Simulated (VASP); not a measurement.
# LiGe4N3 (P-3m1) in VASP: density of states with PBE

Aim: the density of states of LiGe4N3 with PBE.

Program: VASP 6.6.1. These are calculated values, not measurements. Logs are shortened: lines on timing, memory, paths and dates and some standing lists are left out, and cuts for length are marked.

## Step 1: The crystal as given

It takes space group P-3m1 (No. 164, trigonal). Conventional cell: a = 3.067 Å, b = 3.067 Å, c = 13.018 Å, α = 90.00°, β = 90.00°, γ = 120.00°. Around Li (site symmetry -3m) lie 6 N at 2.30 Å. Ge (site symmetry 3m) has 3 N at 2.00 Å as nearest neighbours. Around Ge (site symmetry 3m) lie 3 N at 2.23 Å. Around N (site symmetry 3m) lie 3 Ge at 2.00 Å and 3 Li at 2.30 Å. N (site symmetry -3m) has 6 Ge at 2.23 Å as nearest neighbours.

The cell was built by a generator and needn't be a form met in nature.

## Step 2: Density of states, PBE

POSCAR reads:

```
LiGe4N3
1.0
    3.0666200000      0.0000000000      0.0000000000
   -1.5333100000      2.6557710000      0.0000000000
    0.0000000000      0.0000000000     13.0184000000
Li Ge N
1 4 3
Direct
    0.0000000000      0.0000000000      0.0000000000
    0.6666670000      0.3333330000      0.1851750000
    0.3333330000      0.6666670000      0.8148250000
    0.6666670000      0.3333330000      0.6044940000
    0.3333330000      0.6666670000      0.3955060000
    0.3333330000      0.6666670000      0.1131200000
    0.6666670000      0.3333330000      0.8868800000
    0.0000000000      0.0000000000      0.5000000000
```

INCAR.step1 reads:

```
SYSTEM = LiGe4N3
PREC = Accurate ; ENCUT = 520
EDIFF = 1E-6 ; ISMEAR = 0
SIGMA = 0.1 ; LREAL = .False.
LASPH = .True. ; NELM = 80
ALGO = Normal ; ISIF = 2
LWAVE = .False. ; LCHARG = .True.
GGA = PE ; KPAR = 4
```

KPOINTS.step1 reads:

```
Automatic mesh
0
Gamma
  12 12 4
  0 0 0
```

INCAR.step2 reads:

```
SYSTEM = LiGe4N3
PREC = Accurate ; ENCUT = 520
EDIFF = 1E-6 ; ISMEAR = -5
SIGMA = 0.1 ; LREAL = .False.
LASPH = .True. ; NELM = 80
ALGO = Normal ; ISIF = 2
LWAVE = .False. ; LCHARG = .False.
GGA = PE ; LORBIT = 11
KPAR = 4 ; NEDOS = 2001
ICHARG = 11
```

KPOINTS.step2 reads:

```
Automatic mesh
0
Gamma
  18 18 6
  0 0 0
```

Potentials or basis: VASP PAW PBE potentials, release 64 (Li_sv, Ge_d, N).

Started as:

```sh
$ cat potpaw_PBE.64/Li_sv/POTCAR potpaw_PBE.64/Ge_d/POTCAR potpaw_PBE.64/N/POTCAR > POTCAR
$ cp INCAR.step1 INCAR
$ cp KPOINTS.step1 KPOINTS
$ mpirun -np 4 vasp_std > vasp.out
$ cp INCAR.step2 INCAR
$ cp KPOINTS.step2 KPOINTS
$ mpirun -np 4 vasp_std > vasp.out
```

OUTCAR:

```text
SYSTEM = LiGe4N3
   PREC = Accurate
   ENCUT = 520
   EDIFF = 1E-6
   ISMEAR = -5
   LREAL = .False.
   LASPH = .True.
   NELM = 80
   ISIF = 2
   GGA = PE
   LORBIT = 11
   ICHARG = 11

 ion  position               nearest neighbor table
   1  0.000  0.000  0.000-
   2  0.667  0.333  0.185-   6 2.00   6 2.00   6 2.00
   3  0.333  0.667  0.815-   7 2.00   7 2.00   7 2.00
   4  0.667  0.333  0.604-   8 2.23   8 2.23   8 2.23
   5  0.333  0.667  0.396-   8 2.23   8 2.23   8 2.23
   6  0.333  0.667  0.113-   2 2.00   2 2.00   2 2.00
   7  0.667  0.333  0.887-   3 2.00   3 2.00   3 2.00
   8  0.000  0.000  0.500-   4 2.23   5 2.23   4 2.23   5 2.23   4 2.23   5 2.23

  LATTYP: Found a hexagonal cell.
 ALAT       =     3.0666200000
 C/A-ratio  =     4.2451950356

  Lattice vectors:

 A1 = (   3.0666200000,   0.0000000000,   0.0000000000)
 A2 = (  -1.5333100000,   2.6557710000,   0.0000000000)
 A3 = (   0.0000000000,   0.0000000000,  13.0184000000)

Analysis of symmetry for initial positions (statically):
=====================================================================
 Subroutine PRICEL returns:
 Original cell was already a primitive cell.

 Routine SETGRP: Setting up the symmetry group for a
 hexagonal supercell.

 Subroutine GETGRP returns: Found 12 space group operations
 (whereof 12 operations were pure point group operations)
 out of a pool of 24 trial point group operations.

The static configuration has the point symmetry D_3d.

Analysis of symmetry for dynamics (positions and initial velocities):
=====================================================================
 Subroutine PRICEL returns:
 Original cell was already a primitive cell.

 Routine SETGRP: Setting up the symmetry group for a
 hexagonal supercell.

 Subroutine GETGRP returns: Found 12 space group operations
 (whereof 12 operations were pure point group operations)
 out of a pool of 24 trial point group operations.

The dynamic configuration has the point symmetry D_3d.

 Subroutine INISYM returns: Found 12 space group operations
 (whereof 12 operations are pure point group operations),
 and found     1 'primitive' translations

----------------------------------------------------------------------------------------

                                     Primitive cell

[... 120 lines left out ...]
   EFERMI_NEDOS =   21; number of points for ismear=-14 and -15
   IALGO  =     38    algorithm
   IMIX   =      4    mixing-type and parameters
     AMIX     =   0.40;   BMIX     =  1.00
     AMIX_MAG =   1.60;   BMIX_MAG =  1.00
  volume/ion in A,a.u.               =      13.25        89.44
  Fermi-wavevector in a.u.,A,eV,Ry     =   1.452165  2.744194 28.691742  2.108784
  Thomas-Fermi vector in A             =   2.569579
   LORBIT       =     11    0 simple, 1 ext, 2 COOP (PROOUT), +10 PAW based schemes
   GGA     = PE    functional components
   LHFCALC =     F    Hartree Fock is set to
   AEXX    =    0.0000 exact exchange contribution
   IVDW    =     0    specifies the selected vdW correction
   LEPSILON=     F    determine dielectric tensor
   LRPA    =     F    only Hartree local field effects (RPA)
 non-spin polarized calculation
 Fermi weights with tetrahedron method with Bloechl corrections
  energy-cutoff  :      520.00
  volume of cell :      106.02
 maximum number of plane-waves:      2884
 NGX is ok and might be reduce to    24

 number of electron      73.9999955 magnetization

 Free energy of the ion-electron system (eV)
  ---------------------------------------------------
  ext. energy  EPLUGINS =         0.00000000
  ---------------------------------------------------
  free energy    TOTEN  =       -43.67627862 eV

  energy without entropy =      -43.67627862  energy(sigma->0) =      -43.67627862

 E-fermi :   6.4591     XC(G=0): -11.1291

 val. band max:        6.4428600630   @ k =  -0.1111   0.5000   0.3333
 cond. band min:       6.4092755647   @ k =   0.3333   0.3333   0.5000
 fundamental gap:     -0.0335844983
 Fermi energy:         6.4591095403

 k-point     1 :       0.0000    0.0000    0.0000
  band No.  band energies     occupation
      1     -39.3187      2.00000
      2     -18.6713      2.00000
      3     -18.6713      2.00000
      4     -18.6649      2.00000
      5     -18.6649      2.00000
      6     -18.6565      2.00000
[... 1117 lines left out ...]
     43      10.3993      0.00000
     44      10.8294      0.00000

 [... further k-points ...]

------------------------ aborting loop because EDIFF is reached ----------------------------------------

  FORCE on cell =-STRESS in cart. coord.  units (eV):
  Direction    XX          YY          ZZ          XY          YZ          ZX
  --------------------------------------------------------------------------------------
  -------------------------------------------------------------------------------------
  Total       -0.0157122     -0.0157122      0.0341735      0.0000000      0.0000000      0.0000000
  in kB       -0.2374324     -0.2374324      0.5164072      0.0000000      0.0000000      0.0000000
  external PRESSURE =       0.0138475 kB  Pullay stress =       0.0000000 kB

 VOLUME and BASIS-vectors are now :
 -----------------------------------------------------------------------------
  energy-cutoff  :      520.00
  volume of cell :      106.02
      direct lattice vectors                 reciprocal lattice vectors
     3.066620000  0.000000000  0.000000000     0.326091919  0.188269245  0.000000000
    -1.533310000  2.655771000  0.000000000     0.000000000  0.376538489  0.000000000
     0.000000000  0.000000000 13.018400000     0.000000000  0.000000000  0.076814355

 POSITION                                       TOTAL-FORCE (eV/Angst)
 -----------------------------------------------------------------------------------
      0.00000      0.00000      0.00000        -0.000000      0.000000      0.000000
      1.53331      0.88526      2.41068         0.000000      0.000000     -0.019584
     -0.00000      1.77051     10.60772        -0.000000      0.000000      0.019584
      1.53331      0.88526      7.86954        -0.000000      0.000000     -0.022582
     -0.00000      1.77051      5.14886        -0.000000     -0.000000      0.022582
     -0.00000      1.77051      1.47264        -0.000000      0.000000     -0.011501
      1.53331      0.88526     11.54576         0.000000      0.000000      0.011501
      0.00000      0.00000      6.50920        -0.000000      0.000000      0.000000
 -----------------------------------------------------------------------------------
    total drift:                               -0.000000     -0.000000      0.000000

  FREE ENERGIE OF THE ION-ELECTRON SYSTEM (eV)
  ---------------------------------------------------
  free  energy   TOTEN  =       -43.6762786237 eV

  energy  without entropy=      -43.6762786237  energy(sigma->0) =      -43.67627862

 total charge

# of ion       s       p       d       tot
------------------------------------------
    1        2.014   0.045   0.000   2.059
    2        1.150   1.074  10.137  12.360
    3        1.150   1.074  10.137  12.360
    4        1.306   0.787  10.062  12.155
    5        1.306   0.787  10.062  12.155
    6        1.259   2.414   0.000   3.672
    7        1.259   2.414   0.000   3.672
    8        1.295   2.312   0.000   3.607
--------------------------------------------------
tot         10.737  10.906  40.397  62.041
```

OUTCAR.step1:

```text
SYSTEM = LiGe4N3
   PREC = Accurate
   ENCUT = 520
   EDIFF = 1E-6
   ISMEAR = 0
   LREAL = .False.
   LASPH = .True.
   NELM = 80
[... 1374 lines left out ...]
     -0.00000      1.77051      1.47264         0.000000      0.000000     -0.004016
      1.53331      0.88526     11.54576        -0.000000     -0.000000      0.004016
      0.00000      0.00000      6.50920         0.000000      0.000000      0.000000
 -----------------------------------------------------------------------------------
    total drift:                                0.000000      0.000000      0.000000

  FREE ENERGIE OF THE ION-ELECTRON SYSTEM (eV)
  ---------------------------------------------------
  free  energy   TOTEN  =       -43.6812634153 eV

  energy  without entropy=      -43.6689514348  energy(sigma->0) =      -43.67510743
```

It took 3.7 min on 4 MPI ranks of Intel Xeon Platinum 8488C (Sapphire Rapids), shared host; peak memory 0.73 GiB.

What came out:

```
Valence electrons inside the program's atomic spheres : Li 2.06; Ge 12.36, 12.15; N 3.67, 3.61
```

Levels at points of the mesh, in eV from the Fermi level:
```
           k point  band 33  band 34  band 35  band 36  band 37  band 38  band 39  band 40  band 41  band 42
(0.00, 0.00, 0.00)    -2.14    -2.08    -2.08    -1.76     0.38     1.34     3.04     4.03     5.88     5.88
(0.50, 0.00, 0.00)    -3.61    -3.53    -2.91    -2.45    -1.39    -0.48     1.33     1.34     2.54     3.05
(0.00, 0.00, 0.50)    -2.14    -2.09    -2.09    -0.74    -0.35     1.49     3.25     3.78     5.88     5.88
(0.50, 0.00, 0.50)    -3.64    -3.52    -2.83    -2.46    -1.35    -0.29     0.82     1.63     2.83     2.84
```

States per cell in windows of 1 eV (zero at the Fermi level; states under -8 eV left out):
| from (eV) | total | N8_p | N6_p | N7_p | Ge4_p | Ge5_p | Ge2_p |
| --- | --- | --- | --- | --- | --- | --- | --- |
| -8.0 | 2.20 | 0.14 | 0.10 | 0.10 | 0.03 | 0.03 | 0.03 |
| -7.0 | 1.14 | 0.11 | 0.06 | 0.06 | 0.04 | 0.04 | 0.03 |
| -6.0 | 2.60 | 0.21 | 0.26 | 0.26 | 0.09 | 0.09 | 0.16 |
| -5.0 | 3.54 | 0.29 | 0.42 | 0.42 | 0.11 | 0.11 | 0.19 |
| -4.0 | 4.21 | 0.52 | 0.59 | 0.59 | 0.13 | 0.13 | 0.18 |
| -3.0 | 3.40 | 0.51 | 0.42 | 0.42 | 0.14 | 0.14 | 0.10 |
| -2.0 | 1.81 | 0.12 | 0.13 | 0.13 | 0.07 | 0.07 | 0.12 |
| -1.0 | 1.95 | 0.12 | 0.20 | 0.20 | 0.08 | 0.08 | 0.10 |
| 0.0 | 1.50 | 0.07 | 0.11 | 0.11 | 0.15 | 0.15 | 0.04 |
| 1.0 | 2.25 | 0.12 | 0.09 | 0.09 | 0.23 | 0.23 | 0.06 |
| 2.0 | 2.76 | 0.18 | 0.11 | 0.11 | 0.27 | 0.27 | 0.09 |
| 3.0 | 2.59 | 0.13 | 0.08 | 0.08 | 0.28 | 0.28 | 0.13 |
| 4.0 | 3.30 | 0.29 | 0.09 | 0.09 | 0.35 | 0.35 | 0.19 |
| 5.0 | 1.39 | 0.11 | 0.03 | 0.03 | 0.16 | 0.16 | 0.10 |
| 6.0 | 0.17 | 0.01 | 0.00 | 0.00 | 0.02 | 0.02 | 0.03 |
| 7.0 | 0.00 | 0.00 | 0.00 | 0.00 | 0.00 | 0.00 | 0.00 |

Caveat: the cutoff is under 1.25 times the usual one of these potentials, so pressure, stress and relaxed cells hold a basis-set (Pulay) error; tetrahedron occupations give inexact forces and stress in metals.
